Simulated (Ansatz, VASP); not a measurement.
This is a calculation of GaGe for VASP 6.6.1.

POSCAR

```
GaGe
1.0
    0.0000000000      2.9359778994      2.9359778994
    2.9359778994      0.0000000000      2.9359778994
    2.9359778994      2.9359778994      0.0000000000
Ge Ga
1 1
Direct
    0.0000000000      0.0000000000      0.0000000000
    0.2500000000      0.2500000000      0.2500000000
```

The input INCAR.step1:

```
SYSTEM = GaGe
  ALGO = Normal
  EDIFF = 1E-4
  ENCUT = 520
  GGA = PE
  ISMEAR = -1
  LASPH = .TRUE.
  LCHARG = .FALSE.
  LREAL = .FALSE.
  LWAVE = .TRUE.
  NBANDS = 20
  NELM = 80
  PREC = Accurate
  SIGMA = 0.05
```

INCAR.step2

```
SYSTEM = GaGe
  ALGO = Normal
  EDIFF = 1E-6
  ENCUT = 520
  ISIF = 2
  ISMEAR = -1
  ISTART = 1
  LASPH = .TRUE.
  LCHARG = .TRUE.
  LELF = .TRUE.
  LMIXTAU = .TRUE.
  LREAL = .FALSE.
  LVHAR = .TRUE.
  LWAVE = .FALSE.
  METAGGA = R2SCAN
  NBANDS = 20
  NELM = 80
  PREC = Accurate
  SIGMA = 0.05
```

Contents of KPOINTS:

```
k-points
0
G
  8 8 8
  0 0 0
```

Potentials or basis: VASP PAW PBE potentials, release 64 (Ge_d, Ga_d).

The run is started by

```sh
$ cat potpaw_PBE.64/Ge_d/POTCAR potpaw_PBE.64/Ga_d/POTCAR > POTCAR
$ cp INCAR.step1 INCAR
$ mpirun -np 1 vasp_std > vasp.out
$ cp INCAR.step2 INCAR
$ mpirun -np 1 vasp_std > vasp.out
```

Problem. Set up the same calculation for Ansatz 0.2.0. Potentials there: Ansatz PAW.

Solution. As run (the cutoff follows the program's own potentials):

The input input.yaml:

```yaml
crystal:
  lattice:
    - [0.0, 2.9359778994, 2.9359778994]
    - [2.9359778994, 0.0, 2.9359778994]
    - [2.9359778994, 2.9359778994, 0.0]
  atoms:
    - { symbol: Ge, position: [0.0, 0.0, 0.0] }
    - { symbol: Ga, position: [0.25, 0.25, 0.25] }
hamiltonian:
  xc: r2scan
  pseudopotentials: { kind: paw }
kpoints:
  mp_grid: { grid: [8, 8, 8] }
scf:
  occupations: { method: fermi_dirac, width: 0.05 }
output:
  forces: true
  stress: true
  eigenvalues: true
```

Potentials or basis: Ansatz PAW.

Launch:

```sh
$ ansatz run input.yaml --threads 2 --pin off --max-ram 5632MiB --backend cpu --events-out ev --progress --plain --runs-dir out
```

Both were run:

|  | VASP | Ansatz | Ansatz less VASP |
| --- | --- | --- | --- |
| gap on the k mesh at the Fermi level (eV) | none | none | - |
| pressure (GPa) | -3.9 | -3.9 | +0.01 |

A gap of «none» marks a metal or a gap that the smearing closes.

Caveats: the PAW data sets were made with another functional, which shifts forces and pressure a little (VASP); the PAW data sets come from PBE, with cores solved anew for the run's functional, which leaves a small shift of forces and pressure (Ansatz).
